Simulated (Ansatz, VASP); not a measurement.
# SiO2: VASP beside Ansatz, part 2 of 2

Aim: how closely do two programs agree when they are given the same cell, functional and k mesh? The cell is taken from a series of runs on this material, whose earlier steps may have relaxed, scaled, displaced or heated it; both programs get it as it stands.

VASP 6.6.1 and Ansatz 0.2.0.

So far. Step 2 (VASP: single point, r2SCAN with D4): The run ends at a pressure of -1.85 GPa, with forces up to 0.021 eV/Å.

## 5. VASP: single point, r2SCAN

Level of this step: r2SCAN; plane waves and PAW (Si, O) (VASP).

With cell and atoms fixed, the geometry can't cause a difference; cores, projectors, grids and the points listed under the comparison can. The cell compared in this pair holds 122.27 Å³, against 117.74 Å³ for the pair before.

INCAR reads:

```
SYSTEM = SiO2
PREC = Accurate
ENCUT = 580
EDIFF = 1E-06
NELM = 120
ISMEAR = 0
SIGMA = 0.01
LREAL = .FALSE.
ALGO = Normal
METAGGA = R2SCAN
LASPH = .TRUE.
NBANDS = 33
LORBIT = 11
LWAVE = .FALSE.
LCHARG = .FALSE.
ISIF = 2
GGA_COMPAT = .FALSE.
EFERMI = MIDGAP
LMIXTAU = .TRUE.
KPAR = 2
```

POSCAR reads:

```
SiO2
1.0
    5.0441144071      0.0000000000      0.0000000000
   -2.5220572036      4.3683312161      0.0000000000
    0.0000000000      0.0000000000      5.5489403460
Si O
3 6
Direct
    0.4847656432      0.0000000000      0.6666666667
    0.0000000000      0.4847656432      0.3333333333
    0.5152343568      0.5152343568      0.0000000000
    0.4183128749      0.2406568309      0.8081068063
    0.7593431691      0.1776560440      0.4747734730
    0.8223439560      0.5816871251      0.1414401397
    0.2406568309      0.4183128749      0.1918931937
    0.1776560440      0.7593431691      0.5252265270
    0.5816871251      0.8223439560      0.8585598603
```

KPOINTS reads:

```
Automatic mesh
0
Gamma
6 6 4
0 0 0
```

Potentials, in the order of the species: Si and O (PBE family, release 64).

Launch:

```bash
> mpirun -np 2 vasp_std
```

Numbers of over 12 decimals in the logs are rounded to 6 here.

What it wrote:

```text
[banner, memory and clock lines left out]
running    2 mpi-ranks, on    1 nodes
[...]
[... a notice as in an earlier step ...]

 LDA part: xc-table for (None), standard interpolation
 POSCAR, INCAR and KPOINTS ok, starting setup
[...]
entering main loop
       N       E                     dE             d eps       ncg     rms          rms(c)
DAV:   1     0.278049117311E+03    0.27805E+03   -0.26823E+04  1584   0.148E+03
DAV:   2    -0.917794428294E+02   -0.36983E+03   -0.35757E+03  2037   0.322E+02
DAV:   3    -0.113157726855E+03   -0.21378E+02   -0.21289E+02  2016   0.828E+01
DAV:   4    -0.113396612152E+03   -0.23889E+00   -0.23862E+00  1968   0.969E+00
[...]
DAV:  20    -0.894018436781E+02    0.28870E-05   -0.15252E-06  1439   0.994E-03    0.420E-03
DAV:  21    -0.894018480364E+02   -0.43583E-05   -0.93499E-07  1183   0.943E-03    0.194E-03
DAV:  22    -0.894018477137E+02    0.32264E-06   -0.20999E-07  1158   0.408E-03
   1 F= -.89401848E+02 E0= -.89401848E+02  d E =0.000000E+00
```

From OUTCAR (step 5):

```text
  Total       -1.7221351     -1.7221351     -2.0098183      0.0000000     -0.0000000     -0.0000000
  in kB      -22.5666582    -22.5666582    -26.3364252      0.0000000     -0.0000000     -0.0000000
  external PRESSURE =     -23.8232472 kB  Pullay stress =       0.0000000 kB

 POSITION                                       TOTAL-FORCE (eV/Angst)
 -----------------------------------------------------------------------------------
      2.44521      0.00000      3.69929        -0.014632     -0.000000      0.000000
     -1.22261      2.11762      1.84965         0.007316     -0.012672     -0.000000
      1.29945      2.25071      0.00000         0.007316      0.012672      0.000000
      1.50307      1.05127      4.48414         0.007214      0.001999      0.004247
      3.38216      0.77606      2.63449        -0.005339      0.005248      0.004247
      2.68095      2.54100      0.78484        -0.001876     -0.007248      0.004247
      0.15889      1.82733      1.06480        -0.001876      0.007248     -0.004247
     -1.01899      3.31706      2.91445         0.007214     -0.001999     -0.004247
      0.86010      3.59227      4.76410        -0.005339     -0.005248     -0.004247
 -----------------------------------------------------------------------------------
    total drift:                               -0.000000     -0.000000     -0.000000

  FREE ENERGIE OF THE ION-ELECTRON SYSTEM (eV)
  ---------------------------------------------------
  free  energy   TOTEN  =       -89.4018477137 eV

  energy  without entropy=      -89.4018477137  energy(sigma->0) =      -89.40184771

[... 1 part as in an earlier step ...]

[... 2 further parts left out ...]
[key lines of the parts left out:]
E-fermi :   3.2426
```

The run ends at a pressure of -2.38 GPa, with forces up to 0.015 eV/Å.

## 6. Ansatz: single point, r2SCAN

The same cell, functional and mesh now go to Ansatz.

The cell is taken from a series of runs on this material, whose earlier steps may have relaxed, scaled, displaced or heated it; both programs get it as it stands.

input.yaml reads:

```yaml
crystal:
  lattice:
    - [5.0441144071, 0.0, 0.0]
    - [-2.5220572036, 4.3683312161, 0.0]
    - [0.0, 0.0, 5.548940346]
  atoms:
    - { symbol: Si, position: [0.4847656432, 0.0, 0.6666666667] }
    - { symbol: Si, position: [0.0, 0.4847656432, 0.3333333333] }
    - { symbol: Si, position: [0.5152343568, 0.5152343568, 0.0] }
    - { symbol: O, position: [0.4183128749, 0.2406568309, 0.8081068063] }
    - { symbol: O, position: [0.7593431691, 0.177656044, 0.474773473] }
    - { symbol: O, position: [0.822343956, 0.5816871251, 0.1414401397] }
    - { symbol: O, position: [0.2406568309, 0.4183128749, 0.1918931937] }
    - { symbol: O, position: [0.177656044, 0.7593431691, 0.525226527] }
    - { symbol: O, position: [0.5816871251, 0.822343956, 0.8585598603] }
kpoints:
  mp_grid: { grid: [6, 6, 4] }
hamiltonian:
  xc: r2scan
scf:
  occupations: { method: fixed }
  n_extra_bands: 7
  lower_state_search: "off"
  convergence: { dr2_threshold: 1.0e-09 }
output:
  eigenvalues: true
basis:
  ecutwfc: 650
```

Launch:

```bash
> ansatz run input.yaml --threads 24 --pin off --max-ram 27648MiB --backend cpu --events-out ev --progress --plain --runs-dir out
```

What it wrote:

```text
[...]
Crystal: 9 atoms, lattice volume = 122.267 Å³
Basis set: ecut = 650 eV, 4619 PW (Γ), exchange–correlation on 180×180×192 points (64 copies of the dense FFT grid, shifted against one another)
Bands: 31, of which v1, the nominal top of the filled ones, is band 24 counted from 1 (23 counted from 0)
Symmetry: 6 space group operations
[...]
k-points: 24 of 144 (time reversal used)
[...]
SCF iter   1: F=-5340.227024 eV  HF=-5340.005297 eV  |F-HF|=2.22e-1  |Δ(HF+E_count)|=         —  Δρ=6.86e-3  dr2=5.17e-2  dr2_τ=7.53e-1  ethr=1.77e-3  ⟨swp⟩=4.9  Hψ=3577  notcnv=0  defer=102
[...]
SCF iter   8: F=-5340.249304 eV  HF=-5340.249304 eV  |F-HF|=1.56e-10  |Δ(HF+E_count)|=   6.26e-9  Δρ=3.36e-7  dr2=1.35e-10  dr2_τ=1.81e-11  ethr=2.08e-12  ⟨swp⟩=11.5  Hψ=4086  notcnv=0
SCF 1 converged in 8 iterations: F = -5340.249304 eV  dr2 = 1.35e-10
[...]
SCF converged after 8 iterations
Free energy (F): -5340.249304 eV
[...]
Internal energy: -5340.249304 eV  (E = F + TS)
E sigma→0 (E₀):  -5340.249304 eV
Fermi energy:    1.413040 eV
[...]
--- Band table (eV; the first three rows and the last of 24) ---
[... rows of the band table ...]
```

## 7. Side by side

Compared:

```
              quantity  Ansatz   VASP  difference
gap on the k mesh (eV)   6.324  6.324       0.000
```

A gap on the mesh is an upper bound, since the band edges may lie between its points.

## 8. Ansatz: single point, r2SCAN with rVV10

With cell and atoms fixed, the geometry can't cause a difference; cores, projectors, grids and the points listed under the comparison can.

The cell is taken from a series of runs on this material, whose earlier steps may have relaxed, scaled, displaced or heated it; both programs get it as it stands.

Edit input.yaml of step 6 so:

```diff
@@ -19,2 +19,3 @@
   xc: r2scan
+  dispersion: rvv10
 scf:
```

What it wrote:

```text
[...]
Crystal: 9 atoms, lattice volume = 122.267 Å³
Basis set: ecut = 650 eV, 4619 PW (Γ), exchange–correlation on 192×192×216 points (64 copies of the dense FFT grid, shifted against one another)
Bands: 31, of which v1, the nominal top of the filled ones, is band 24 counted from 1 (23 counted from 0)
Symmetry: 6 space group operations
[...]
k-points: 24 of 144 (time reversal used)
[...]
SCF 1 converged in 8 iterations: F = -5336.996374 eV  dr2 = 2.44e-10
[...]
SCF converged after 8 iterations
Free energy (F): -5336.996374 eV
[...]
Internal energy: -5336.996374 eV  (E = F + TS)
E sigma→0 (E₀):  -5336.996374 eV
Fermi energy:    1.407147 eV
[...]
--- Band table (eV; the first three rows and the last of 24) ---
[... rows of the band table ...]
```

## 9. VASP: single point, r2SCAN with rVV10

The same cell, functional and mesh now go to VASP, with its own data sets.

Edit INCAR of step 5 so:

```diff
@@ -10,2 +10,6 @@
 METAGGA = R2SCAN
+LUSE_VDW = .TRUE.
+IVDW_NL = 2
+BPARAM = 11.95
+CPARAM = 0.0093
 LASPH = .TRUE.
```

POSCAR is that of step 5.

KPOINTS is that of step 5.

Launch:

```bash
> mpirun -np 2 vasp_std
```

What it wrote:

```text
[banner, memory and clock lines left out]
running    2 mpi-ranks, on    1 nodes
[...]
|                                                                             |
|               ----> ADVICE to this user running VASP <----                  |
|                                                                             |
|     You have switched on vdW-DFT.                                           |
|     This routine was written and supplied by Jiri Klimes. We recommend      |
|     that you carefully read and cite the following publications:            |
|       J. Klimes, D.R. Bowler, A. Michelides                                 |
|          J. Phys.: Cond Matt. 22 022201 (2010)                              |
|       J. Klimes, D.R. Bowler, A. Michelides                                 |
|          Phys. Rev. B. 83, 195131 (2011)                                    |
|     and references therein.                                                 |
|                                                                             |

[...]
Total rVV10 correction in eV:      1.5386138    52.1207582
Total rVV10 correction in eV:      1.5386138    52.1207582
DAV:  18    -0.878607743096E+02   -0.52583E-04   -0.10339E-04  1630   0.826E-02    0.108E-02
Total rVV10 correction in eV:      1.5385589    52.1207582
Total rVV10 correction in eV:      1.5385589    52.1207582
DAV:  19    -0.878609122535E+02   -0.13794E-03   -0.46126E-05  1630   0.579E-02    0.850E-03
Total rVV10 correction in eV:      1.5385519    52.1207582
Total rVV10 correction in eV:      1.5385519    52.1207582
DAV:  20    -0.878609096328E+02    0.26207E-05   -0.12631E-06  1432   0.905E-03    0.484E-03
Total rVV10 correction in eV:      1.5385664    52.1207582
Total rVV10 correction in eV:      1.5385664    52.1207582
DAV:  21    -0.878609134574E+02   -0.38246E-05   -0.86501E-07  1173   0.894E-03    0.228E-03
Total rVV10 correction in eV:      1.5385435    52.1207582
Total rVV10 correction in eV:      1.5385435    52.1207582
DAV:  22    -0.878609131618E+02    0.29564E-06   -0.23086E-07  1176   0.412E-03
Total rVV10 correction in eV:      1.5385457    52.1207582
Total rVV10 correction in eV:      1.5385457    52.1207582
Total rVV10 correction in eV:      1.5385418    52.1207582
Total rVV10 correction in eV:      1.5385418    52.1207582
   1 F= -.87860913E+02 E0= -.87860913E+02  d E =0.000000E+00
```

OUTCAR, selected parts (step 9):

```text
  Total       -2.1574949     -2.1574949     -2.4460817      0.0000000      0.0000000     -0.0000000
  in kB      -28.2715631    -28.2715631    -32.0531711      0.0000000      0.0000000     -0.0000000
  external PRESSURE =     -29.5320991 kB  Pullay stress =       0.0000000 kB

 POSITION                                       TOTAL-FORCE (eV/Angst)
 -----------------------------------------------------------------------------------
      2.44521      0.00000      3.69929        -0.014952      0.000000     -0.000000
     -1.22261      2.11762      1.84965         0.007476     -0.012949     -0.000000
      1.29945      2.25071      0.00000         0.007476      0.012949     -0.000000
      1.50307      1.05127      4.48414        -0.015957     -0.001508     -0.004928
      3.38216      0.77606      2.63449         0.009284     -0.013065     -0.004928
      2.68095      2.54100      0.78484         0.006672      0.014573     -0.004928
      0.15889      1.82733      1.06480         0.006672     -0.014573      0.004928
     -1.01899      3.31706      2.91445        -0.015957      0.001508      0.004928
      0.86010      3.59227      4.76410         0.009284      0.013065      0.004928
 -----------------------------------------------------------------------------------
    total drift:                               -0.000000     -0.000000     -0.000000

  FREE ENERGIE OF THE ION-ELECTRON SYSTEM (eV)
  ---------------------------------------------------
  free  energy   TOTEN  =       -87.8609131618 eV

  energy  without entropy=      -87.8609131618  energy(sigma->0) =      -87.86091316

[... 2 parts as in an earlier step ...]

[... 1 further part left out ...]
[key lines of the parts left out:]
E-fermi :   3.1798
```

The run ends at a pressure of -2.95 GPa, with forces up to 0.017 eV/Å.

## 10. Side by side

The two programs side by side:

```
              quantity  Ansatz   VASP  difference
gap on the k mesh (eV)   6.214  6.210      +0.004
```

A gap on the mesh is an upper bound, since the band edges may lie between its points.

## 11. Summary of results

| Quantity | Value |
| --- | --- |
| difference in gap on the k mesh (single point, r2SCAN with D4) | -0.0014 eV |
| difference in gap on the k mesh (single point, r2SCAN) | -2.1e-4 eV |
| difference in gap on the k mesh (single point, r2SCAN with rVV10) | 0.0035 eV |

**Reading.** The difference in gap on the k mesh is 0.0035 eV (single point, r2SCAN with rVV10), within the 0.08 eV picked in this series as the mark of a large difference. 1 further run of this series is not shown here. Such differences can come from data sets, numerical settings and the points named under the comparisons, not from the functional's error against experiment.

[Lines on the potential files, build, host, timing and source positions are cut from VASP's logs without a mark.]

[Logs are printed without paths, hosts, clocks, repeated set-up lines and the standing remarks that a program may print on its own settings, such as how far it seeks lower states.]

[Hosts, paths, dates, database ids (printed as entryN), source tags and the programs' standing remarks are cut or masked in the printed files.]
